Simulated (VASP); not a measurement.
The input files of a VASP run:

**POSCAR**
```
Sn
1
    0.0000000000     3.2445000000     3.2445000000
    3.2445000000     0.0000000000     3.2445000000
    3.2445000000     3.2445000000     0.0000000000
Sn
2
Direct
  0.0023650000  -0.0061870000   0.0072470000
  0.2476350000   0.2561870000   0.2427530000
```

File KPOINTS:
```
Automatic mesh
0
G
 4 4 4
0 0 0
```

### INCAR
```
SYSTEM = Sn
PREC = Accurate
ENCUT = 300
EDIFF = 1E-6
NELM = 100
ALGO = Normal
LREAL = .FALSE.
LASPH = .TRUE.
ISMEAR = -1
SIGMA = 0.02
GGA = PE
LMAXMIX = 4
LWAVE = .FALSE.
LCHARG = .FALSE.
ISIF = 2
LSORBIT = .TRUE.
LNONCOLLINEAR = .TRUE.
MAGMOM = 0.0 0.0 0.0 0.0 0.0 0.0
GGA_COMPAT = .FALSE.
LORBIT = 11
```

POTCAR, in this order: Sn_d (PBE.64 set). Program: vasp_ncl.

Translate this PBE+SOC calculation to Quantum ESPRESSO's pw.x.

One equivalent input (not run):
```
&CONTROL
  calculation = 'scf'
  pseudo_dir = './pseudo'
  outdir = './out'
  tprnfor = .true.
  tstress = .true.
/
&SYSTEM
  ibrav = 0
  nat = 2
  ntyp = 1
  ecutwfc = 72
  occupations = 'smearing'
  smearing = 'fermi-dirac'
  degauss = 0.00147
  input_dft = 'pbe'
  noncolin = .true.
  lspinorb = .true.
/
&ELECTRONS
  conv_thr = 7.3e-08
  electron_maxstep = 100
/
ATOMIC_SPECIES
  Sn 118.710 Sn.upf
CELL_PARAMETERS angstrom
     0.0000000    3.2445000    3.2445000
     3.2445000    0.0000000    3.2445000
     3.2445000    3.2445000    0.0000000
ATOMIC_POSITIONS crystal
  Sn   0.0023650 -0.0061870  0.0072470
  Sn   0.2476350  0.2561870  0.2427530
K_POINTS automatic
  4 4 4 0 0 0
```
What does not carry over: the potentials are each code's own (VASP's PAW set, PseudoDojo norm-conserving files, fully relativistic, in pw.x), so ENCUT and ecutwfc are chosen apart and not converted; conv_thr bounds pw.x's estimated SCF error, while EDIFF bounds the energy change between steps.

The structure is a typed Sn crystal. The cell was not relaxed at this level, atoms are displaced from their ideal sites. The k-mesh is coarse (spacing up to 0.42 per Å, 2π included), so the numbers may not be converged in it. The run is one of a series of settings (GGA_COMPAT = .FALSE., LNONCOLLINEAR = .TRUE., LSORBIT = .TRUE., MAGMOM = 0.0 0.0 0.0 0.0 0.0 0.0, program vasp_ncl against the base run), some of them coarse on purpose.
